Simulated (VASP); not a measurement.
Method: HSE06 screened hybrid, VASP's PBE PAW potentials (set 64) (plane waves; VASP 6.6.1).

The input files of a VASP run:

File KPOINTS_OPT:
```
named points and PBE's band edges
6
Reciprocal
  0.000000   0.000000   0.000000 1 ! GAMMA
  0.500000   0.500000   0.500000 1 ! R
  0.500000   0.500000   0.000000 1 ! M
  0.000000   0.500000   0.000000 1 ! X
  0.500000   0.500000   0.464290 1 ! near an edge
  0.464290   0.464290   0.464290 1 ! near an edge
```

**POSCAR**
```
CsGeBr3
1
    5.6161225450     0.0000000000     0.0000000000
    0.0000000000     5.6161225450     0.0000000000
    0.0000000000     0.0000000000     5.6161225450
Cs Ge Br
1 1 3
Direct
  0.0000000000   0.0000000000   0.0000000000
  0.5000000000   0.5000000000   0.5000000000
  0.5000000000   0.5000000000   0.0000000000
  0.0000000000   0.5000000000   0.5000000000
  0.5000000000   0.0000000000   0.5000000000
```

### INCAR
```
SYSTEM = CsGeBr3
PREC = Accurate
ENCUT = 400
EDIFF = 1E-6
NELM = 60
ALGO = Normal
LREAL = .FALSE.
LASPH = .TRUE.
ISMEAR = 0
SIGMA = 0.05
GGA = PE
HFSCREEN = 0.2
AEXX = 0.25
LHFCALC = .TRUE.
PRECFOCK = Fast
ISYM = 3
LMAXMIX = 4
LWAVE = .FALSE.
LCHARG = .FALSE.
ISIF = 2
```

**KPOINTS**
```
Automatic mesh
0
gamma
  4 4 4
```

POTCAR, in this order: Cs_sv Ge_d Br (PBE.64 set). Program: vasp_std. Read from the step before: WAVECAR.

The run wrote:

OUTCAR:
```
 ion  position               nearest neighbor table
   1  0.000  0.000  0.000-
   2  0.500  0.500  0.500-   3 2.81   4 2.81   5 2.81   3 2.81   5 2.81   4 2.81
   3  0.500  0.500  0.000-   2 2.81   2 2.81
   4  0.000  0.500  0.500-   2 2.81   2 2.81
   5  0.500  0.000  0.500-   2 2.81   2 2.81
  LATTYP: Found a simple cubic cell.
 ALAT       =     5.6161225450
 Subroutine PRICEL returns:
 Original cell was already a primitive cell.
 Subroutine GETGRP returns: Found 48 space group operations
The static configuration has the point symmetry O_h .
The dynamic configuration has the point symmetry O_h .
 Subroutine INISYM returns: Found 48 space group operations
 Subroutine IBZKPT returns following result:
 Found     10 irreducible k-points:

 Following reciprocal coordinates:
            Coordinates               Weight
  0.000000  0.000000  0.000000      1.000000
  0.250000  0.000000  0.000000      6.000000
  0.500000  0.000000  0.000000      3.000000
  0.250000  0.250000  0.000000     12.000000
  0.500000  0.250000  0.000000     12.000000
  0.500000  0.500000  0.000000      3.000000
  0.250000  0.250000  0.250000      8.000000
  0.500000  0.250000  0.250000     12.000000
  0.500000  0.500000  0.250000      6.000000
  0.500000  0.500000  0.500000      1.000000
 Subroutine IBZKPT_HF returns following result:
   k-points           NKPTS =     10   k-points in BZ     NKDIM =     64   number of bands    NBANDS=     26
   number of dos      NEDOS =    301   number of ions     NIONS =      5
   total plane-waves  NPLWV =  64000
   dimension x,y,z NGX =    40 NGY =   40 NGZ =   40
   dimension x,y,z NGXF=    80 NGYF=   80 NGZF=   80
   ions per type =               1   1   3
   PREC   = accura    normal or accurate (medium, high low for compatibility)
   ISTART =      1    job   : 0-new  1-cont  2-samecut
   ICHARG =      0    charge: 1-file 2-atom 10-const
   ISPIN  =      1    spin polarized calculation?
...
```

### OSZICAR
```
       N       E                     dE             d eps       ncg     rms          rms(c)
DAV:   1    -0.189538207534E+02   -0.18954E+02   -0.11528E+00   632   0.105E+01    0.144E+00
DAV:   2    -0.189560618271E+02   -0.22411E-02   -0.56796E-02   550   0.161E+00    0.937E-01
DAV:   3    -0.189497357499E+02    0.63261E-02   -0.50632E-03   576   0.666E-01    0.551E-01
DAV:   4    -0.189483901765E+02    0.13456E-02   -0.29309E-03   580   0.374E-01    0.333E-01
DAV:   5    -0.189481664476E+02    0.22373E-03   -0.60289E-04   620   0.178E-01    0.204E-01
DAV:   6    -0.189480846830E+02    0.81765E-04   -0.79988E-05   596   0.811E-02    0.118E-01
DAV:   7    -0.189480593376E+02    0.25345E-04   -0.30186E-05   616   0.425E-02    0.673E-02
DAV:   8    -0.189480523566E+02    0.69809E-05   -0.83312E-06   598   0.215E-02    0.386E-02
DAV:   9    -0.189480511123E+02    0.12443E-05   -0.22008E-06   472   0.112E-02    0.224E-02
DAV:  10    -0.189480512966E+02   -0.18426E-06   -0.70361E-07   322   0.710E-03
   1 F= -.18948051E+02 E0= -.18948051E+02  d E =-.985357E-13
       N       E                     dE             ncg
```

OUTCAR:
```
------------------------ aborting loop because EDIFF is reached ----------------------------------------
  FORCE on cell =-STRESS in cart. coord.  units (eV):
  Direction    XX          YY          ZZ          XY          YZ          ZX
  --------------------------------------------------------------------------------------
  Total       -0.5444333     -0.5444333     -0.5444333     -0.0000000     -0.0000000     -0.0000000
  in kB       -4.9243114     -4.9243114     -4.9243114     -0.0000000     -0.0000000     -0.0000000
  external PRESSURE =      -4.9243114 kB  Pullay stress =       0.0000000 kB
  volume of cell :      177.14
      direct lattice vectors                 reciprocal lattice vectors
     5.616122545  0.000000000  0.000000000     0.178058793  0.000000000  0.000000000
     0.000000000  5.616122545  0.000000000     0.000000000  0.178058793  0.000000000
     0.000000000  0.000000000  5.616122545     0.000000000  0.000000000  0.178058793
 POSITION                                       TOTAL-FORCE (eV/Angst)
 -----------------------------------------------------------------------------------
      0.00000      0.00000      0.00000         0.000000      0.000000      0.000000
      2.80806      2.80806      2.80806         0.000000      0.000000      0.000000
      2.80806      2.80806      0.00000         0.000000      0.000000      0.000000
      0.00000      2.80806      2.80806         0.000000      0.000000      0.000000
      2.80806      0.00000      2.80806         0.000000      0.000000      0.000000
 -----------------------------------------------------------------------------------
    total drift:                               -0.000016     -0.000016     -0.000016
  FREE ENERGIE OF THE ION-ELECTRON SYSTEM (eV)
  ---------------------------------------------------
  free  energy   TOTEN  =       -18.9480512966 eV

  energy  without entropy=      -18.9480512966  energy(sigma->0) =      -18.94805130

  exchange ACFDT corr.  =         0.00000000  see jH, gK, PRB 81, 115126
```
(Selected blocks of OUTCAR.)

### OUTCAR
```
 val. band max:        1.0648348746   @ k =   0.5000   0.5000   0.5000

 cond. band min:       2.3386634289   @ k =   0.5000   0.5000   0.5000


 Fermi energy:         1.3005326519

 k-point     1 :       0.0000    0.0000    0.0000
  band No.  band energies     occupation
      1     -27.6132      2.00000
      2     -27.6132      2.00000
      3     -27.5991      2.00000
      4     -27.5991      2.00000
      5     -27.5991      2.00000
      6     -21.9412      2.00000
      7     -15.6393      2.00000
      8     -14.8781      2.00000
      9     -14.8781      2.00000
     10      -7.7783      2.00000
     11      -7.7783      2.00000
     12      -7.7783      2.00000
     13      -6.4822      2.00000
     14      -4.3372      2.00000
     15      -4.3372      2.00000
     16      -4.3372      2.00000
     17      -1.7260      2.00000
     18      -1.7260      2.00000
     19      -1.7260      2.00000
     20      -1.4650      2.00000
     21      -1.4650      2.00000
     22      -1.4650      2.00000
     23       5.0442      0.00000
     24       5.8365      0.00000
     25       5.8365      0.00000
     26       6.4930      0.00000

 k-point     2 :       0.2500    0.0000    0.0000
  band No.  band energies     occupation
      1     -27.6133      2.00000
      2     -27.6130      2.00000
      3     -27.5991      2.00000
      4     -27.5991      2.00000
      5     -27.5991      2.00000
      6     -21.9396      2.00000
      7     -15.5558      2.00000
      8     -14.9707      2.00000
      9     -14.8761      2.00000
     10      -7.7618      2.00000
     11      -7.7618      2.00000
     12      -7.7528      2.00000
     13      -7.1269      2.00000
     14      -4.2833      2.00000
     15      -4.2833      2.00000
     16      -3.1901      2.00000
     17      -1.8323      2.00000
     18      -1.8323      2.00000
     19      -1.8176      2.00000
     20      -1.5761      2.00000
     21      -1.5761      2.00000
     22      -1.4477      2.00000
...
```

Unless said otherwise, spin-orbit coupling is left out, though it shifts the bands of the heavy elements here.

The structure comes from a computed database's CsGeBr3 entry (Pm-3m); how it stands against other phases isn't given here. It was relaxed first.
